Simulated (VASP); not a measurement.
A run of VASP 6.6.1 is set up as follows.

Contents of INCAR:

```
SYSTEM = Al
PREC = Accurate
ENCUT = 600
EDIFF = 1E-7
ISMEAR = 1
SIGMA = 0.1
LREAL = .False.
LASPH = .True.
NELM = 80
ALGO = Normal
ISIF = 2
LWAVE = .False.
LCHARG = .False.
GGA = CA
IBRION = 2
NSW = 40
EDIFFG = -0.01
```

KPOINTS

```
regular mesh
0
Gamma
  16 16 16
  0 0 0
```

The input POSCAR:

```
Al                                      
1.0
    0.0000000000      1.9653140182      1.9653140182
    1.9653140182      0.0000000000      1.9653140182
    1.9653140182      1.9653140182      0.0000000000
  Al            
     1
Direct
     0.0000000000000000    0.0000000000000000    0.0000000000000000
```

Potentials or basis: VASP PAW LDA potentials, release 64 (Al).

The run is started by

```bash
$ cat potpaw_LDA.64/Al/POTCAR > POTCAR
$ mpirun -np 1 vasp_std > vasp.out
```

Q: Estimate the band gap on the k mesh.

A: None (metal or under the smearing width).

Final structure:
```
Al
1.0
     0.00000    1.96531    1.96531
     1.96531    0.00000    1.96531
     1.96531    1.96531    0.00000
Al
1
Cartesian
  0.0000 0.0000 0.0000
```

Caveat: the relaxation stopped at its first step, so nothing moved.
